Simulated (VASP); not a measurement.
An input for Quantum ESPRESSO's pw.x (written as the equivalent of a VASP run, and not itself run):

```
&CONTROL
  calculation = 'scf'
  pseudo_dir = './pseudo'
  outdir = './out'
  tprnfor = .true.
  tstress = .true.
/
&SYSTEM
  ibrav = 0
  nat = 1
  ntyp = 1
  ecutwfc = 74
  occupations = 'smearing'
  smearing = 'methfessel-paxton'
  degauss = 0.00735
  input_dft = 'pbesol'
/
&ELECTRONS
  conv_thr = 7.3e-09
  electron_maxstep = 100
/
ATOMIC_SPECIES
  K 39.098 K.upf
CELL_PARAMETERS angstrom
    -2.6061491    2.6061491    2.6061491
     2.6061491   -2.6061491    2.6061491
     2.6061491    2.6061491   -2.6061491
ATOMIC_POSITIONS crystal
  K    0.0000000  0.0000000  0.0000000
K_POINTS automatic
  10 10 10 0 0 0
```

### Question
Write the VASP files for the same calculation (PBEsol).

### Answer
One answer among several that fit: 
File POSCAR:
```
K
1
   -2.6061491398     2.6061491398     2.6061491398
    2.6061491398    -2.6061491398     2.6061491398
    2.6061491398     2.6061491398    -2.6061491398
K
1
Direct
  0.0000000000   0.0000000000   0.0000000000
```

KPOINTS:
```
Automatic mesh
0
gamma
10 10 10
```

INCAR:
```
SYSTEM = K
PREC = Accurate
ENCUT = 480
EDIFF = 1E-7
NELM = 100
ALGO = Normal
LREAL = .FALSE.
LASPH = .TRUE.
ISMEAR = 1
SIGMA = 0.1
GGA = PS
LWAVE = .FALSE.
LCHARG = .FALSE.
ISIF = 2
```

POTCAR, in this order: K_sv (PBE.64 set). Program: vasp_std.

The two are equivalent in intent, not identical: the potentials are each code's own (VASP's PAW set, PseudoDojo norm-conserving files in pw.x), so ENCUT and ecutwfc are chosen apart and not converted; conv_thr bounds pw.x's estimated SCF error, while EDIFF bounds the energy change between steps.

The compound is K in the bcc structure. It was relaxed first.
